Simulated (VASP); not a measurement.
A convergence study with VASP on Er (space group no. 194 when undisturbed): a few settings are varied, all else stays as given below, so the limit is that of these other settings. One atom is moved off its site, so that forces are finite.

```
CELL_PARAMETERS angstrom
      1.77110    -3.06764     0.00000
      1.77110     3.06764     0.00000
      0.00000     0.00000     5.56205
ATOMIC_POSITIONS crystal
  Er 0.33333 0.66667 0.25899
  Er 0.66667 0.33333 0.75000
```
Starting moments (μB, in the order of the record's atoms Er Er): 3.0 3.0.

Computed with PBEsol GGA, VASP's PBE PAW potentials (set 64) (plane waves; VASP 6.6.1). The last row used: 300 eV cut-off, 11×11×6 Γ-centred mesh, Fermi-Dirac smearing of 0.10 eV, potentials Er.

```csv
setting,E (eV/atom),pressure (GPa),largest force (eV/Å),moment (μB),irreducible k-points
NBANDS = 24,-5.2211,-0.86,0.142,3.969,84
NBANDS = 25,-5.2384,-1.24,0.184,4.542,84
NBANDS = 26,-5.2383,-1.19,0.182,4.646,84
NBANDS = 28,-5.2383,-1.12,0.187,4.648,84
NBANDS = 32,-5.2383,-1.13,0.187,4.647,84
NBANDS = 38,-5.2383,-1.15,0.187,4.648,84
NBANDS = 54,-5.2384,-1.15,0.187,4.647,84
```

VASP warned of too few bands at NBANDS = 24; NBANDS = 25; NBANDS = 26.

Left out are rungs that failed or repeat a setting and relaxations that didn't move; long series are thinned to 24 rows.

The structure is a typed Er crystal (space group no. 194). The cell was not relaxed at this level, it is distorted from the ideal structure. The spin order is the one that the start imposed; others were not tried in this run. VASP warned that the highest band is occupied, so more bands are needed.
